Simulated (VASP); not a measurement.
```
Pd
1.0
    2.73962     0.00000     0.00000
    0.00000     3.87441     0.00000
    0.00000     0.00000    25.89838
Pd
8
Direct
  0.00000   0.00000   0.31488
  0.50000   0.50000   0.36777
  0.00000   0.00000   0.42066
  0.50000   0.50000   0.47355
  0.00000   0.00000   0.52645
  0.50000   0.50000   0.57934
  0.00000   0.00000   0.63223
  0.50000   0.50000   0.68512
```

Level of theory: PBEsol GGA, VASP's PBE PAW potentials (set 64) (plane waves; VASP). Settings: PREC = Normal, EDIFF = 1E-5, 400 eV cut-off, 10×7×1 Γ-centred mesh, first-order Methfessel-Paxton smearing of 0.10 eV, potentials Pd.

### Question
The ions are relaxed. What does this cell relax into?

### Answer

```
Pd
1.0
    2.73962     0.00000     0.00000
    0.00000     3.87441     0.00000
    0.00000     0.00000    25.89838
Pd
8
Direct
  0.00000   0.00000   0.31820
  0.50000   0.50000   0.36605
  0.00000   0.00000   0.42103
  0.50000   0.50000   0.47355
  0.00000   0.00000   0.52645
  0.50000   0.50000   0.57897
  0.00000   0.00000   0.63395
  0.50000   0.50000   0.68180
```

### Question
How much energy does the relaxation gain?

### Answer
The energy (σ→0) changes by -9.0 meV/atom, in 9 ionic steps.

The cell is a thin slab with vacuum, built from Pd (fcc): (110) face.
